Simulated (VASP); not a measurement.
# B2O (P-3m1) in VASP: further runs, part 2 of 2

VASP 6.6.1.

## 4. Single point, PBE

Input file INCAR:

```
SYSTEM = B2O
  PREC = Accurate
  ENCUT = 520
  EDIFF = 1E-6
  ISMEAR = 0
  SIGMA = 0.1
  LREAL = .False.
  LASPH = .True.
  NELM = 100
  ALGO = Normal
  ISIF = 2
  LWAVE = .False.
  LCHARG = .True.
  GGA = PE
  LELF = .True.
  LVHAR = .True.
  NBANDS = 21
```

Input file KPOINTS:

```
regular mesh
0
Gamma
  9 9 4
  0 0 0
```

Input file POSCAR:

```
B2O
1.0
    2.8790012395      0.0000000000      0.0000000000
   -1.4395006198      2.4932882109      0.0000000000
    0.0000000000      0.0000000000      7.0520000000
B O
4 2
Direct
    0.0000000000      0.0000000000      0.3800000000
    0.0000000000      0.0000000000      0.6200000000
    0.6666666667      0.3333333333      0.0230000000
    0.3333333333      0.6666666667      0.9770000000
    0.6666666667      0.3333333333      0.3060000000
    0.3333333333      0.6666666667      0.6940000000
```

Command:

```bash
cat potpaw_PBE.64/B/POTCAR potpaw_PBE.64/O/POTCAR > POTCAR
mpirun -np 1 vasp_std > vasp.out
```

Wall time 42 s (1 thread of Intel Xeon Platinum 8488C (Sapphire Rapids), shared host); peak memory 0.18 GiB.

It converged, with:

```
Free energy            : -37.6435 eV
Pressure               : -18.9 GPa
Largest force          : 0.126 eV/Å
Band gap on the k mesh : none (metal or under the smearing width)
```

Forces in eV/Å, atoms in the order of the input:
```
B    0.000  0.000  0.126
B    0.000  0.000 -0.126
B    0.000  0.000 -0.045
B    0.000  0.000  0.045
O    0.000  0.000 -0.099
O    0.000  0.000  0.099
```

Stress tensor (GPa, compression positive):
```
-28.62   0.00   0.00
  0.00 -28.62   0.00
  0.00   0.00   0.56
```

Levels at points of the mesh, in eV from the Fermi level:
| k point | band 9 | band 10 | band 11 | band 12 | band 13 | band 14 | band 15 | band 16 |
| --- | --- | --- | --- | --- | --- | --- | --- | --- |
| (0.00, 0.00, 0.00) | -6.81 | -3.12 | -1.44 | 0.52 | 1.05 | 1.54 | 1.54 | 2.57 |
| (0.00, 0.00, 0.50) | -5.84 | -5.12 | -0.45 | -0.03 | 1.27 | 1.44 | 1.44 | 2.72 |

Caveat: so large a pressure means that the cell lies far from this level's equilibrium, or that cutoff or potentials fall short.

## 5. Single point, LDA

Input file INCAR:

```
SYSTEM = B2O
PREC = Accurate ; ENCUT = 520
EDIFF = 1E-7 ; ISMEAR = 0
SIGMA = 0.1 ; LREAL = .False.
LASPH = .True. ; NELM = 100
ALGO = Fast ; ISIF = 2
LWAVE = .False. ; LCHARG = .False.
NBANDS = 21
```

Input file KPOINTS:

```
regular mesh
0
Gamma
  15 15 6
  0 0 0
```

POSCAR is that of step 4.

Potentials or basis: VASP PAW LDA potentials, release 64 (B, O).

Command:

```bash
cat potpaw_LDA.64/B/POTCAR potpaw_LDA.64/O/POTCAR > POTCAR
mpirun -np 1 vasp_std > vasp.out
```

OUTCAR:

```text
SYSTEM = B2O
   PREC = Accurate
   ENCUT = 520
   EDIFF = 1E-7
   ISMEAR = 0
   LREAL = .False.
   LASPH = .True.
   NELM = 100
   ISIF = 2

 ion  position               nearest neighbor table
   1  0.000  0.000  0.380-   2 1.69   5 1.74   5 1.74   5 1.74
   2  0.000  0.000  0.620-   1 1.69   6 1.74   6 1.74   6 1.74
   3  0.667  0.333  0.023-   4 1.69   4 1.69   4 1.69   5 2.00
   4  0.333  0.667  0.977-   3 1.69   3 1.69   3 1.69   6 2.00
   5  0.667  0.333  0.306-   1 1.74   1 1.74   1 1.74   3 2.00
   6  0.333  0.667  0.694-   2 1.74   2 1.74   2 1.74   4 2.00

  LATTYP: Found a hexagonal cell.
 ALAT       =     2.8790012395
 C/A-ratio  =     2.4494605640

  Lattice vectors:

 A1 = (   2.8790012395,   0.0000000000,   0.0000000000)
 A2 = (  -1.4395006198,   2.4932882109,   0.0000000000)
 A3 = (   0.0000000000,   0.0000000000,   7.0520000000)

Analysis of symmetry for initial positions (statically):
=====================================================================
 Subroutine PRICEL returns:
 Original cell was already a primitive cell.

 Routine SETGRP: Setting up the symmetry group for a
 hexagonal supercell.

 Subroutine GETGRP returns: Found 12 space group operations
 (whereof 12 operations were pure point group operations)
 out of a pool of 24 trial point group operations.

The static configuration has the point symmetry D_3d.

Analysis of symmetry for dynamics (positions and initial velocities):
=====================================================================
 Subroutine PRICEL returns:
 Original cell was already a primitive cell.

 Routine SETGRP: Setting up the symmetry group for a
 hexagonal supercell.

 Subroutine GETGRP returns: Found 12 space group operations
 (whereof 12 operations were pure point group operations)
 out of a pool of 24 trial point group operations.

The dynamic configuration has the point symmetry D_3d.

 Subroutine INISYM returns: Found 12 space group operations
 (whereof 12 operations are pure point group operations),
 and found     1 'primitive' translations

----------------------------------------------------------------------------------------

                                     Primitive cell

  volume of cell :      50.6205

  direct lattice vectors                    reciprocal lattice vectors
     2.879001239  0.000000000  0.000000000     0.347342678  0.200538389  0.000000000
    -1.439500620  2.493288211  0.000000000     0.000000000  0.401076777  0.000000000
     0.000000000  0.000000000  7.052000000     0.000000000  0.000000000  0.141803744

  length of vectors
     2.879001239  2.879001239  7.052000000     0.401076777  0.401076777  0.141803744

  position of ions in fractional coordinates (direct lattice)
     0.000000000  0.000000000  0.380000000
     0.000000000  0.000000000  0.620000000
     0.666666667  0.333333333  0.023000000
     0.333333333  0.666666667  0.977000000
     0.666666667  0.333333333  0.306000000
     0.333333333  0.666666667  0.694000000

  ion indices of the primitive-cell ions
   primitive index   ion index
                 1           1
                 2           2
                 3           3
                 4           4
                 5           5
                 6           6

[... 33 lines left out ...]
  0.333333  0.000000  0.000000      6.000000
[... 16 lines left out ...]
  0.333333  0.200000  0.000000     12.000000
  0.400000  0.200000  0.000000      6.000000
 [... further k-points ...]
   k-points           NKPTS =    146   k-points in BZ     NKDIM =    146   number of bands    NBANDS=     21
   number of dos      NEDOS =    301   number of ions     NIONS =      6
   total plane-waves  NPLWV =  31104
   dimension x,y,z NGX =    24 NGY =   24 NGZ =   54
   dimension x,y,z NGXF=    48 NGYF=   48 NGZF=  108
   ions per type =               4   2
   NGX,Y,Z   is equivalent  to a cutoff of  13.86, 13.86, 12.73 a.u.
   NGXF,Y,Z  is equivalent  to a cutoff of  27.72, 27.72, 25.46 a.u.
 SYSTEM =  B2O
   PREC   = accura    normal or accurate (medium, high low for compatibility)
   ISTART =      0    job   : 0-new  1-cont  2-samecut
   ICHARG =      2    charge: 1-file 2-atom 10-const
   ISPIN  =      1    spin polarized calculation?
   LNONCOLLINEAR =      F non collinear calculations
   LSORBIT =      F    spin-orbit coupling
   LASPH  =      T    aspherical Exc in radial PAW
   ENCUT  =  520.0 eV  38.22 Ry    6.18 a.u.   5.35  5.35 13.11*2*pi/ulx,y,z
   NELM   =    100;   NELMIN=  2; NELMDL= -5     # of ELM steps
   EDIFF  = 0.1E-06   stopping-criterion for ELM
   LREAL  =      F    real-space projection
   EDIFFG = 0.1E-05   stopping-criterion for IOM
   NSW    =      0    number of steps for IOM
   IBRION =     -1    ionic relax: 0-MD 1-quasi-New 2-CG
   NFREE  =      0    steps in history (QN), initial steepest desc. (CG)
   ISIF   =      2    stress and relaxation
   ISYM   =      2    0-nonsym 1-usesym 2-fastsym
   POTIM  = 0.5000    time-step for ionic-motion
   TEBEG  =    0.0;   TEEND  =   0.0 temperature during run
   PSTRESS=    0.0 pullay stress
   NELECT =      24.0000    total number of electrons
   NUPDOWN=      -1.0000    fix difference up-down
   EMIN   =  10.00;   EMAX   =-10.00  energy-range for DOS
   EFERMI =   0.00;   METHOD = LEGACY
   ISMEAR =     0;   SIGMA  =   0.10  broadening in eV -4-tet -1-fermi 0-gaus
   EFERMI_NEDOS =   21; number of points for ismear=-14 and -15
   IALGO  =     68    algorithm
   IMIX   =      4    mixing-type and parameters
     AMIX     =   0.40;   BMIX     =  1.00
     AMIX_MAG =   1.60;   BMIX_MAG =  1.00
  volume/ion in A,a.u.               =       8.44        56.93
  Fermi-wavevector in a.u.,A,eV,Ry     =   1.276546  2.412322 22.171631  1.629569
  Thomas-Fermi vector in A             =   2.409196
   LORBIT       =      0    0 simple, 1 ext, 2 COOP (PROOUT), +10 PAW based schemes
   GGA     = CA    functional components
   LHFCALC =     F    Hartree Fock is set to
   AEXX    =    0.0000 exact exchange contribution
   IVDW    =     0    specifies the selected vdW correction
   LEPSILON=     F    determine dielectric tensor
   LRPA    =     F    only Hartree local field effects (RPA)
 non-spin polarized calculation
 RMM-DIIS sequential band-by-band and
 Gauss-broadening in eV      SIGMA  =   0.10
  energy-cutoff  :      520.00
  volume of cell :       50.62
 maximum number of plane-waves:      1388
 NGX is ok and might be reduce to    24
   NGX = 11   NGY = 11   NGZ = 27

 number of electron      23.9999995 magnetization

 Free energy of the ion-electron system (eV)
  ---------------------------------------------------
  ext. energy  EPLUGINS =         0.00000000
  ---------------------------------------------------
  free energy    TOTEN  =       -42.20822995 eV

  energy without entropy =      -42.19933389  energy(sigma->0) =      -42.20378192

 E-fermi :   6.0159     XC(G=0): -11.3741

 val. band max:        6.0069634970   @ k =   0.0000   0.2667   0.3333
 cond. band min:       6.0216412727   @ k =   0.2000  -0.0000   0.0000
 fundamental gap:      0.0146777757
 Fermi energy:         6.0159486967

 k-point     1 :       0.0000    0.0000    0.0000
  band No.  band energies     occupation
      1     -17.1761      2.00000
      2     -16.6408      2.00000
      3      -6.3743      2.00000
      4      -3.4444      2.00000
      5      -2.0915      2.00000
      6      -0.9251      2.00000
[... 565 lines left out ...]
     20      14.4068      0.00000
     21      17.4022      0.00000

 [... further k-points ...]

------------------------ aborting loop because EDIFF is reached ----------------------------------------

  FORCE on cell =-STRESS in cart. coord.  units (eV):
  Direction    XX          YY          ZZ          XY          YZ          ZX
  --------------------------------------------------------------------------------------
  -------------------------------------------------------------------------------------
  Total      -11.7135423    -11.7135423     -2.7178356      0.0000000      0.0000000      0.0000000
  in kB     -370.7423452   -370.7423452    -86.0215225      0.0000000      0.0000000      0.0000000
  external PRESSURE =    -275.8354043 kB  Pullay stress =       0.0000000 kB

 VOLUME and BASIS-vectors are now :
 -----------------------------------------------------------------------------
  energy-cutoff  :      520.00
  volume of cell :       50.62
      direct lattice vectors                 reciprocal lattice vectors
     2.879001239  0.000000000  0.000000000     0.347342678  0.200538389  0.000000000
    -1.439500620  2.493288211  0.000000000     0.000000000  0.401076777  0.000000000
     0.000000000  0.000000000  7.052000000     0.000000000  0.000000000  0.141803744

 POSITION                                       TOTAL-FORCE (eV/Angst)
 -----------------------------------------------------------------------------------
      0.00000      0.00000      2.67976        -0.000000      0.000000     -0.066067
      0.00000      0.00000      4.37224         0.000000      0.000000      0.066067
      1.43950      0.83110      0.16220        -0.000000      0.000000      0.077184
     -0.00000      1.66219      6.88980         0.000000     -0.000000     -0.077184
      1.43950      0.83110      2.15791         0.000000     -0.000000     -0.107574
     -0.00000      1.66219      4.89409        -0.000000      0.000000      0.107574
 -----------------------------------------------------------------------------------
    total drift:                                0.000000     -0.000000      0.000000

  FREE ENERGIE OF THE ION-ELECTRON SYSTEM (eV)
  ---------------------------------------------------
  free  energy   TOTEN  =       -42.2082299478 eV

  energy  without entropy=      -42.1993338938  energy(sigma->0) =      -42.20378192
```

OSZICAR:

```text
N       E                     dE             d eps       ncg     rms          rms(c)
DAV:   1     0.672051400038E+02    0.67205E+02   -0.12302E+04  6132   0.107E+03
DAV:   2    -0.416755749579E+02   -0.10888E+03   -0.10425E+03  7650   0.223E+02
DAV:   3    -0.466584332743E+02   -0.49829E+01   -0.49439E+01  7928   0.440E+01
DAV:   4    -0.466889848858E+02   -0.30552E-01   -0.30539E-01  7501   0.378E+00
DAV:   5    -0.466891577649E+02   -0.17288E-03   -0.17286E-03  7792   0.263E-01    0.914E+00
RMM:   6    -0.427058658616E+02    0.39833E+01   -0.26912E+00  6461   0.716E+00    0.421E+00
RMM:   7    -0.422842194215E+02    0.42165E+00   -0.82645E-01  6771   0.440E+00    0.178E+00
RMM:   8    -0.422729098234E+02    0.11310E-01   -0.18760E-01  6566   0.196E+00    0.947E-01
RMM:   9    -0.422086325083E+02    0.64277E-01   -0.56054E-02  6911   0.106E+00    0.217E-01
RMM:  10    -0.422083559510E+02    0.27656E-03   -0.57418E-03  7279   0.391E-01    0.125E-01
RMM:  11    -0.422084236312E+02   -0.67680E-04   -0.11867E-03  7128   0.178E-01    0.627E-02
RMM:  12    -0.422082505430E+02    0.17309E-03   -0.24400E-04  7001   0.782E-02    0.234E-02
RMM:  13    -0.422082298939E+02    0.20649E-04   -0.41487E-05  7406   0.300E-02    0.740E-03
RMM:  14    -0.422082298281E+02    0.65787E-07   -0.75225E-06  7379   0.107E-02    0.146E-03
RMM:  15    -0.422082299276E+02   -0.99482E-07   -0.14468E-06  6545   0.442E-03    0.541E-04
RMM:  16    -0.422082299478E+02   -0.20209E-07   -0.25262E-07  5305   0.171E-03
   1 F= -.42208230E+02 E0= -.42203782E+02  d E =-.889605E-02
```

stdout:

```text
POSCAR found type information on POSCAR B O
 POSCAR found :  2 types and       6 ions
 scaLAPACK will be used
 LDA part: xc-table for (Slater(with rela. corr.)+CA(PZ))
 , standard interpolation
 POSCAR, INCAR and KPOINTS ok, starting setup
 FFT: planning ... GRIDC
 FFT: planning ... GRID_SOFT
 FFT: planning ... GRID
 WAVECAR not read
 entering main loop
```

Wall time 1.8 min (1 thread of Intel Xeon Platinum 8488C (Sapphire Rapids), shared host); peak memory 0.22 GiB.

What came out:

```
Free energy            : -42.2082 eV
Pressure               : -27.6 GPa
Largest force          : 0.108 eV/Å
Band gap on the k mesh : none (metal or under the smearing width)
```

Forces on the atoms (eV/Å):
```
B    0.000  0.000 -0.066
B    0.000  0.000  0.066
B    0.000  0.000  0.077
B    0.000  0.000 -0.077
O    0.000  0.000 -0.108
O    0.000  0.000  0.108
```

Levels at points of the mesh, in eV from the Fermi level:
```
           k point  band 8  band 9  band 10  band 11  band 12  band 13  band 14  band 15  band 16  band 17
(0.00, 0.00, 0.00)   -6.81   -6.81    -3.01    -1.32     0.54     1.10     1.72     1.72     2.49     2.49
(0.00, 0.00, 0.50)   -6.80   -5.75    -5.00    -0.36     0.01     1.32     1.59     1.59     2.67     2.67
```

Caveat: so large a pressure means that the cell lies far from this level's equilibrium, or that cutoff or potentials fall short.

## 6. Overview

| level | potentials or basis | k mesh | gap on the mesh (eV) | pressure (GPa) | largest force (eV/Å) |
| --- | --- | --- | --- | --- | --- |
| PBE | VASP PAW PBE potentials, release 64 (B, O) | 15 × 15 × 6 | none | -19.1 | 0.15 |
| PBE | VASP PAW PBE potentials, release 64 (B, O) | 9 × 9 × 4 | none | -18.9 | 0.13 |
| LDA | VASP PAW LDA potentials, release 64 (B, O) | 15 × 15 × 6 | none | -27.6 | 0.11 |

Alike in all rows: task single point; no spin polarisation; cell as given; cutoff (eV) 520; smearing gaussian 0.1 eV.

Caveats: so large a pressure means that the cell lies far from this level's equilibrium, or that cutoff or potentials fall short.

Total energies depend on the potentials used, so only differences within one code and one set of settings carry meaning.
